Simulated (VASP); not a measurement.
Input for VASP

File POSCAR:
```
Rb
1
   -1.8870620800     1.8870620800     1.8870620800
    1.8870620800    -1.8870620800     1.8870620800
    1.8870620800     1.8870620800    -1.8870620800
Rb
1
Direct
  0.0000000000   0.0000000000   0.0000000000
```

INCAR:
```
SYSTEM  =  Rb
PREC  =  Accurate; ENCUT  =  500; LREAL  =  .False.
LASPH  =  .True.
EDIFF  =  1E-6; NELM  =  100; ALGO  =  Normal
LMAXMIX  =  4
ISMEAR  =  1; SIGMA  =  0.1
GGA  =  PS
IBRION  =  2; NSW  =  40; ISIF  =  3
EDIFFG  =  -0.02; PSTRESS  =  300
LWAVE  =  .False.; LCHARG  =  .False.
```

File KPOINTS:
```
Automatic mesh
0
Gamma
14 14 14
0 0 0
```

POTCAR, in this order: Rb_sv (PBE.64 set). Program: vasp_std.

Q: Write an equivalent input for Quantum ESPRESSO's pw.x.

A: One equivalent input (not run):
```
&CONTROL
  calculation = 'vc-relax'
  pseudo_dir = './pseudo'
  outdir = './out'
  tprnfor = .true.
  tstress = .true.
  nstep = 40
  forc_conv_thr = 0.00078
/
&SYSTEM
  ibrav = 0
  nat = 1
  ntyp = 1
  ecutwfc = 46
  occupations = 'smearing'
  smearing = 'methfessel-paxton'
  degauss = 0.00735
  input_dft = 'pbesol'
/
&ELECTRONS
  conv_thr = 7.3e-08
  electron_maxstep = 100
/
&IONS
/
&CELL
  press = 300
/
ATOMIC_SPECIES
  Rb 85.468 Rb.upf
CELL_PARAMETERS angstrom
    -1.8870621    1.8870621    1.8870621
     1.8870621   -1.8870621    1.8870621
     1.8870621    1.8870621   -1.8870621
ATOMIC_POSITIONS crystal
  Rb   0.0000000  0.0000000  0.0000000
K_POINTS automatic
  14 14 14 0 0 0
```
The two are equivalent in intent, not identical: the potentials are each code's own (VASP's PAW set, PseudoDojo norm-conserving files in pw.x), so ENCUT and ecutwfc are chosen apart and not converted; conv_thr bounds pw.x's estimated SCF error, while EDIFF bounds the energy change between steps; forc_conv_thr acts on force components and is met together with etot_conv_thr.

The compound is Rb in the bcc structure. This run relaxes it under an external pressure of 30 GPa. Symmetry was kept, so distortions that lower it aren't found.
